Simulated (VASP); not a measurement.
An input for Quantum ESPRESSO's pw.x (written as the equivalent of a VASP run, and not itself run):

```
&CONTROL
  calculation = 'vc-relax'
  pseudo_dir = './pseudo'
  outdir = './out'
  tprnfor = .true.
  tstress = .true.
  nstep = 60
  forc_conv_thr = 0.00078
/
&SYSTEM
  ibrav = 0
  nat = 3
  ntyp = 2
  ecutwfc = 70
  occupations = 'smearing'
  smearing = 'gaussian'
  degauss = 0.003675
  input_dft = 'pbe'
/
&ELECTRONS
  conv_thr = 7.3e-08
  electron_maxstep = 100
/
&IONS
/
&CELL
/
ATOMIC_SPECIES
  Pb 207.200 Pb.upf
  I 126.904 I.upf
CELL_PARAMETERS angstrom
     4.6567632   -0.0000000   -0.0000000
    -2.3283816    4.0328755    0.0000000
    -0.0000000   -0.0000000    7.5894459
ATOMIC_POSITIONS crystal
  Pb   1.0000000  0.0000000  1.0000000
  I    0.6666670  0.3333330  0.7551333
  I    0.3333330  0.6666670  0.2448667
K_POINTS automatic
  5 5 3 0 0 0
```

Question: Translate this input to VASP (INCAR, KPOINTS, POSCAR, choice of POTCAR).

Answer: Several could match; the one computed here: 
### POSCAR
```
PbI2
1
    4.6567631990    -0.0000000000    -0.0000000000
   -2.3283815995     4.0328755176     0.0000000000
   -0.0000000000    -0.0000000000     7.5894458711
Pb I
1 2
Direct
  1.0000000000   0.0000000000   1.0000000000
  0.6666670000   0.3333330000   0.7551332602
  0.3333330000   0.6666670000   0.2448667398
```

**KPOINTS**
```
kpoints
0
gamma
5 5 3
0 0 0
```

**INCAR**
```
ALGO  =  Normal
EDIFF  =  1E-6
EDIFFG  =  -0.02
ENCUT  =  480
GGA  =  PE
IBRION  =  2
ISIF  =  3
ISMEAR  =  0
LASPH  =  .True.
LCHARG  =  .False.
LMAXMIX  =  4
LREAL  =  .False.
LWAVE  =  .False.
NELM  =  100
NSW  =  60
PREC  =  Accurate
SIGMA  =  0.05
SYSTEM  =  PbI2
```

POTCAR, in this order: Pb I (PBE.64 set). Program: vasp_std.

What does not carry over: the potentials are each code's own (VASP's PAW set, PseudoDojo norm-conserving files in pw.x), so ENCUT and ecutwfc are chosen apart and not converted; conv_thr bounds pw.x's estimated SCF error, while EDIFF bounds the energy change between steps; forc_conv_thr acts on force components and is met together with etot_conv_thr.

The structure comes from a computed database's PbI2 entry (P-3m1); how it stands against other phases isn't given here. This run relaxes it. Symmetry was kept, so distortions that lower it aren't found. The start is the result of an earlier pass.
